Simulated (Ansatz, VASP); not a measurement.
# LaGaS3: VASP beside Ansatz

One calculation is typed for both programs; each brings its own data sets. How far apart do they land? The cell is generated by rule, not measured, and may not be a known phase. The cell is taken from a series of runs on this material, whose earlier steps may have relaxed, scaled, displaced or heated it; both programs get it as it stands.

Program: Ansatz 0.2.0. Level of theory: plane waves, with VASP 6.6.1 beside it; PBEsol. Results are calculated unless marked as measured.

The structure was built from a prototype and need not be the compound's stable phase.

## 1. Set-up

Symmetry: I4/mcm, No. 140, tetragonal system. The conventional cell has a = 6.617 Å, b = 6.617 Å, c = 18.714 Å, α = 90.00°, β = 90.00°, γ = 90.00°. La has 12 S at 2.92 to 3.76 Å nearest. Nearest to La lie 12 S at 2.92 to 3.76 Å. Nearest to Ga lie 6 S at 2.34 to 2.42 Å. S has 2 Ga at 2.42 Å and 4 La at 2.92 to 3.76 Å nearest. Nearest to S lie 2 Ga at 2.34 Å and 4 La at 3.31 Å. S has 2 Ga at 2.34 Å and 4 La at 3.31 Å nearest. Farther neighbours and most contacts between anions are not listed.

## 2. Ansatz: relaxation of cell and atoms, PBEsol

Ansatz runs on its PAW soft_1 files.

The relaxed volume is the usual yardstick between codes: in a stiff, nearly cubic crystal its relative difference is about their pressure difference at one cell divided by the bulk modulus.

The input, input.yaml:

```yaml
crystal:
  lattice:
    - [0.0, -4.6785878409, -4.6785878409]
    - [0.0, -4.6785878409, 4.6785878409]
    - [-9.3571756818, -4.6785878409, 0.0]
  atoms:
    - { symbol: La, position: [0.25, 0.25, 0.5] }
    - { symbol: La, position: [0.75, 0.75, 0.5] }
    - { symbol: La, position: [0.0, 0.0, 1.0] }
    - { symbol: La, position: [0.5, 0.5, 1.0] }
    - { symbol: Ga, position: [0.375, 0.875, 0.25] }
    - { symbol: Ga, position: [0.875, 0.375, 0.25] }
    - { symbol: Ga, position: [0.125, 0.625, 0.75] }
    - { symbol: Ga, position: [0.625, 0.125, 0.75] }
    - { symbol: S, position: [0.0608780875, 0.0608780875, 0.25] }
    - { symbol: S, position: [0.6891219125, 0.6891219125, 0.25] }
    - { symbol: S, position: [0.9391219125, 0.9391219125, 0.75] }
    - { symbol: S, position: [0.3108780875, 0.3108780875, 0.75] }
    - { symbol: S, position: [0.5608780875, 0.1891219125, 0.25] }
    - { symbol: S, position: [0.1891219125, 0.5608780875, 0.25] }
    - { symbol: S, position: [0.4391219125, 0.8108780875, 0.75] }
    - { symbol: S, position: [0.8108780875, 0.4391219125, 0.75] }
    - { symbol: S, position: [0.5, 0.0, 0.0] }
    - { symbol: S, position: [0.0, 0.5, 0.0] }
    - { symbol: S, position: [0.25, 0.75, 0.5] }
    - { symbol: S, position: [0.75, 0.25, 0.5] }
kpoints:
  mp_grid: { grid: [6, 6, 6] }
hamiltonian:
  xc: pbesol
  pseudopotentials: { kind: paw, azcp: { folder: soft_1 }, xc_functional: pbe }
scf:
  occupations: { method: methfessel_paxton, width: 0.2 }
output:
  forces: true
  stress: true
  eigenvalues: true
relax:
  adjacent_minimum: "off"
  f_tol: 0.002
  max_steps: 120
  cell: { stress_tol: 0.03 }
```

Command:

```console
ansatz run input.yaml --threads 8 --pin off --max-ram 16384MiB --backend cpu --events-out ev --progress --plain --runs-dir out
```

Numbers of over 12 decimals in the logs are rounded to 6 here.

The program printed:

```text
Engine: ansatz 0.2.0, aarch64-unknown-linux-gnu
Pseudopotentials: kind: paw
Pseudopotential: La, paw, valence charge 11, recommended cutoff 420 eV (normal), soft_1/La.paw.azcp
Pseudopotential: Ga, paw, valence charge 13, recommended cutoff 420 eV (normal), soft_1/Ga.paw.azcp
Pseudopotential: S, paw, valence charge 6, recommended cutoff 420 eV (normal), soft_1/S.paw.azcp
Functional definition: PBEsol
  exchange = pbesol_x
  correlation = pbesol_c
Crystal: 20 atoms, lattice volume = 409.642 Å³
Basis set: ecut = 420 eV, 8023 PW (Γ), exchange–correlation on 90×90×144 points (8 copies of the dense FFT grid, shifted against one another)
Bands: 104, of which v1, the nominal top of the filled ones, is band 84 counted from 1 (83 counted from 0)
Symmetry: 16 space group operations
Space group: I4/mcm (ITA 140), of the structure as read, at distance tolerance 7.4e-5 Å
k-points: 30 of 216
Non-local potential: La, projectors of the file, l = 0: 3, l = 1: 2, l = 2: 2, l = 3: 3
Non-local potential: Ga, projectors of the file, l = 0: 2, l = 1: 2, l = 2: 3, l = 3: 1
Non-local potential: S, projectors of the file, l = 0: 2, l = 1: 2, l = 2: 1
PAW form: soft (Blöchl's): semilocal exchange-correlation on the pseudo side does not see the compensation charge
PAW frozen core: La, regenerated for the run's functional, and the local potential with it (the file was generated under x = pbe(κ = 0.804, μ = 0.219515), c = pbe(β = 0.066725))
PAW frozen core: Ga, regenerated for the run's functional, and the local potential with it (the file was generated under x = pbe(κ = 0.804, μ = 0.219515), c = pbe(β = 0.066725))
PAW frozen core: S, regenerated for the run's functional, and the local potential with it (the file was generated under x = pbe(κ = 0.804, μ = 0.219515), c = pbe(β = 0.066725))
PAW one-centre angular grid: La, 590 points (default); XC on 64 Gauss nodes
PAW one-centre angular grid: Ga, 590 points (default); XC on 64 Gauss nodes
PAW one-centre angular grid: S, 110 points (default); XC on 64 Gauss nodes
Initial density: superposition of atomic densities (chi_scale 0.1, normalization cell, long waves kept (reshape's long-wave potential 0.00 eV rms))
Initial wavefunctions: pseudopotential atomic-orbital guess
Functional: x = pbesol(κ = 0.804, μ = 0.123457), c = pbesol(β = 0.046)
SCF iter   1: F=—  HF=-50265.864108 eV  |F-HF|=—  |Δ(HF+E_count)|=         —  Δρ=4.57e-2  dr2=1.62e1  ethr=3.10e-3  ⟨swp⟩=6.0  Hψ=12080  notcnv=0
preconditioner: auto → Kerker (q_TF=auto, 2.352 Å⁻¹)  [metal: Δε(μ)=0.048 eV  Ē_g=9.692 eV  σ=0.200 eV  W_gap=0.20  n_scr=102 (ndim 8)  ℏωp=23.2 eV  f_vac=0.000  D(μ)=0.88/eV (n_scr^D=0)]
SCF iter   2: F=—  HF=-50263.567892 eV  |F-HF|=—  |Δ(HF+E_count)|=    2.30e0  S|Δr|=    0.00e0  Δρ=2.46e-2  dr2=4.10e0  ethr=3.10e-3  ⟨swp⟩=5.2  Hψ=7329  notcnv=0
SCF iter   3: F=—  HF=-50262.733454 eV  |F-HF|=—  |Δ(HF+E_count)|=   8.34e-1  S|Δr|=    0.00e0  Δρ=7.78e-3  dr2=6.62e-1  ethr=2.44e-3  ⟨swp⟩=4.9  Hψ=7952  notcnv=0  defer=148
SCF iter   4: F=—  HF=-50262.593774 eV  |F-HF|=—  |Δ(HF+E_count)|=   1.40e-1  S|Δr|=    0.00e0  Δρ=3.49e-3  dr2=9.15e-2  ethr=3.94e-4  ⟨swp⟩=4.1  Hψ=5737  notcnv=0  defer=371
SCF iter   5: F=—  HF=-50262.573585 eV  |F-HF|=—  |Δ(HF+E_count)|=   2.02e-2  S|Δr|=    0.00e0  Δρ=2.40e-3  dr2=2.81e-2  ethr=5.44e-5  ⟨swp⟩=3.0  Hψ=5449  notcnv=0  defer=403
SCF iter   6: F=—  HF=-50262.567601 eV  |F-HF|=—  |Δ(HF+E_count)|=   5.98e-3  S|Δr|=    0.00e0  Δρ=4.69e-4  dr2=9.20e-4  ethr=1.68e-5  ⟨swp⟩=3.1  Hψ=5699  notcnv=0  defer=408
SCF iter   7: F=—  HF=-50262.567572 eV  |F-HF|=—  |Δ(HF+E_count)|=   2.87e-5  S|Δr|=    0.00e0  Δρ=1.80e-4  dr2=2.38e-4  ethr=5.48e-7  ⟨swp⟩=2.5  Hψ=5241  notcnv=0  defer=408
SCF iter   8: F=—  HF=-50262.567528 eV  |F-HF|=—  |Δ(HF+E_count)|=   4.46e-5  S|Δr|=    0.00e0  Δρ=4.76e-5  dr2=3.71e-5  ethr=1.42e-7  ⟨swp⟩=2.2  Hψ=4487  notcnv=0  defer=408
SCF iter   9: F=—  HF=-50262.567542 eV  |F-HF|=—  |Δ(HF+E_count)|=   1.44e-5  S|Δr|=    0.00e0  Δρ=1.42e-5  dr2=5.48e-6  ethr=2.21e-8  ⟨swp⟩=2.0  Hψ=4134  notcnv=0  defer=407
SCF iter  10: F=—  HF=-50262.567541 eV  |F-HF|=—  |Δ(HF+E_count)|=   8.88e-7  S|Δr|=    0.00e0  Δρ=4.02e-6  dr2=3.57e-7  ethr=3.26e-9  ⟨swp⟩=2.0  Hψ=3927  notcnv=0  defer=407
SCF iter  11: F=-50262.567541 eV  HF=-50262.567541 eV  |F-HF|=2.20e-8  |Δ(HF+E_count)|=   4.10e-8  S|Δr|=    0.00e0  Δρ=1.49e-6  dr2=3.14e-8  ethr=5.95e-11  ⟨swp⟩=20.5  Hψ=23009  notcnv=0
SCF 1 converged in 11 iterations: F = -50262.567541 eV  dr2 = 3.14e-8
  greatest PAW one-centre occupation: 0.996 electrons in one spin orbital (limit 2), on the Ga atom at site 6 (counted from 0), in its partial waves of l = 2
[...]
SCF converged after 6 iterations
Stability not checked: this state was not tested for a lower state beside it, because cold or Methfessel-Paxton smearing, or corrected tetrahedra, fill the levels in a way that the test cannot read (fill_not_monotonic; see scf.lower_state_search)
Free energy (F): -50263.140733 eV
Harris-Foulkes:  -50263.140733 eV  (|F-HF|=1.46e-11)
Internal energy: -50263.161231 eV  (E = F + TS)
E sigma→0 (E₀):  -50263.145858 eV
Entropy (-TS):   0.020498 eV (1.025 meV/atom)
Fermi energy:    9.108639 eV
Step filling:    the computed levels leave a gap of 0.2491 eV = 1.2 smearing widths at the electron count; against every level under it full and every level over it empty, smearing changes F+E_penalty+E_count by +7.278 meV and its σ→0 estimate by +2.153 meV
--- Per-component energies (eV) ---
  E_band       = -178.447521
  E_kinetic    = 2463.176516
  E_local      = -8953.457022  (includes V_loc(G=0)·N_el)
  E_nonlocal   = 417.721230
  E_hartree    = 4884.731467
  E_xc         = -1878.991424
  E_vxc        = -1800.100740  (∫ρ·V_xc dr)
  E_paw        = -36250.990659  (= ΣΔE_a)
  E_vpaw       = -2075.249650  (= ΣTr[D̂ρ^β])
  E_aug_tail   = -0.000804  (compensation charges beyond the density's cutoff)
  E_ewald      = -10950.221990
  E_core_change = 4.871454  (= ΣΔE_core)
  E_smearing   = 0.020498  (= −TS)
  E_closure    = -0.000000  (closes the sum)
  Σ components = -50263.140733   (vs F -50263.140733, Δ=0.00e0)
--- Forces (eV/Å), atoms counted from 1 ---
  atom   1  La    -0.00000000     0.00000000     0.00000000
  atom   2  La     0.00000000    -0.00000000    -0.00000000
  atom   3  La     0.00000000     0.00000000    -0.00000000
  atom   4  La     0.00000000     0.00000000    -0.00000000
  atom   5  Ga    -0.00002640     0.00000000    -0.00000000
  atom   6  Ga    -0.00002640     0.00000000     0.00000000
  atom   7  Ga     0.00002640    -0.00000000    -0.00000000
  atom   8  Ga     0.00002640    -0.00000000     0.00000000
  atom   9  S      0.00002181     0.00002827    -0.00000000
  atom  10  S      0.00002181    -0.00002827     0.00000000
  atom  11  S     -0.00002181    -0.00002827     0.00000000
  atom  12  S     -0.00002181     0.00002827    -0.00000000
  atom  13  S      0.00002181     0.00000000     0.00002827
  atom  14  S      0.00002181    -0.00000000    -0.00002827
  atom  15  S     -0.00002181     0.00000000    -0.00002827
  atom  16  S     -0.00002181     0.00000000     0.00002827
  atom  17  S     -0.00000000    -0.00000000    -0.00000000
  atom  18  S      0.00000000    -0.00000000    -0.00000000
  atom  19  S      0.00000000    -0.00000000    -0.00000000
  atom  20  S     -0.00000000     0.00000000     0.00000000
  max |Σ_I F_I| component: 2.08e-17 eV/Å
--- Stress (GPa, compression-positive) ---
        0.016520       0.000000      -0.000000
        0.000000      -0.002084      -0.000000
       -0.000000      -0.000000      -0.002084
  P = ⅓ Tr σ = 0.0041 GPa (0.041 kbar)
--- Band table (eV; the first three rows and the last of 30) ---
  k-point 0: bands = [... 80 lower, 8.7073, 8.7073, 9.0399, 9.0399, 9.2968, 10.4610, 11.2327, 11.2922, ... 16 higher]
  k-point 1: bands = [... 80 lower, 8.7291, 8.7291, 9.0245, 9.0245, 9.4167, 10.5172, 11.0597, 11.1337, ... 16 higher]
  k-point 2: bands = [... 80 lower, 8.7774, 8.7774, 8.9911, 8.9911, 9.6743, 10.5348, 10.5570, 11.0642, ... 16 higher]
  k-point 29: bands = [... 80 lower, 8.2485, 8.3071, 8.6055, 8.7614, 10.9607, 10.9998, 11.0591, 11.0709, ... 16 higher]
--- Relaxed structure (8 steps of the walk, 7 accepted, 1 SCFs on fresh bases) ---
  F+E_penalty+E_count = -50263.14073314 eV   max|allowed force component| = 2.827e-5 eV/Å   (the final SCF, on the basis selected at the relaxed cell)
  cell:  # Å, volume = 409.2219 Å³
    - [0, -4.543917, -4.543917]
    - [0, -4.543917, 4.543917]
    - [-9.909874, -4.543917, 0]
  atoms:
    - { symbol: La, position: [0.250000, 0.250000, 0.500000] }
    - { symbol: La, position: [0.750000, 0.750000, 0.500000] }
    - { symbol: La, position: [-1.8654833007964583e-19, 1.8654833007964583e-19, 1.000000] }
    - { symbol: La, position: [0.500000, 0.500000, 1.000000] }
    - { symbol: Ga, position: [0.374547, 0.874547, 0.250905] }
    - { symbol: Ga, position: [0.874547, 0.374547, 0.250905] }
    - { symbol: Ga, position: [0.125453, 0.625453, 0.749095] }
    - { symbol: Ga, position: [0.625453, 0.125453, 0.749095] }
    - { symbol: S, position: [0.051069, 0.051069, 0.251092] }
    - { symbol: S, position: [0.697839, 0.697839, 0.251092] }
    - { symbol: S, position: [0.948931, 0.948931, 0.748908] }
    - { symbol: S, position: [0.302161, 0.302161, 0.748908] }
    - { symbol: S, position: [0.551069, 0.197839, 0.251092] }
    - { symbol: S, position: [0.197839, 0.551069, 0.251092] }
    - { symbol: S, position: [0.448931, 0.802161, 0.748908] }
    - { symbol: S, position: [0.802161, 0.448931, 0.748908] }
    - { symbol: S, position: [0.500000, 0.0, 0] }
    - { symbol: S, position: [0.0, 0.500000, 0] }
    - { symbol: S, position: [0.250000, 0.750000, 0.500000] }
    - { symbol: S, position: [0.750000, 0.250000, 0.500000] }
```

[end of part 1 of 2]

[Lines on the potential files, build, host, timing and source positions are cut from VASP's logs without a mark.]

[Logs are printed without paths, hosts, clocks, repeated set-up lines and the standing remarks that a program may print on its own settings, such as how far it seeks lower states.]

[Hosts, paths, dates, database ids (printed as entryN), source tags and the programs' standing remarks are cut or masked in the printed files.]
